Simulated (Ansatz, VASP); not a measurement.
## ScF3 in VASP and in Ansatz

```
Sc F
1.0
     4.05257    0.00000    0.00000
     0.00000    4.05257    0.00000
     0.00000    0.00000    4.01245
Sc F
1 3
Direct
  0.00000 0.00000 0.00000
  0.50000 0.00000 0.00000
  0.00000 0.50000 0.00000
  0.00000 0.00000 0.50000
```

Change from the starting cell: equal xx and yy strain of +1 %.

Alike in both runs: task single point; functional LDA; k mesh 6 × 6 × 6; occupations fermi-dirac, width 0.02 eV; no spin polarisation.

|  | VASP | Ansatz |
| --- | --- | --- |
| version | VASP 6.6.1 | Ansatz 0.2.0 |
| potentials or method | VASP PAW LDA potentials, release 64 (Sc_sv, F), cutoff 520 eV | all-electron LAPW, scalar-relativistic |

Ansatz gave:

```
gap on the k mesh at the Fermi level (eV)       : 6.07
pressure (GPa)                                  : -4.7
largest component of the traceless stress (GPa) : 1.46
```

Estimate VASP's values.

gap on the k mesh at the Fermi level (eV): 6.05; pressure (GPa): -4.1; largest component of the traceless stress (GPa): 1.51.

Ansatz ran all-electron here, so the differences hold the error of VASP's frozen core and of both bases.

A k mesh can miss the band edges.
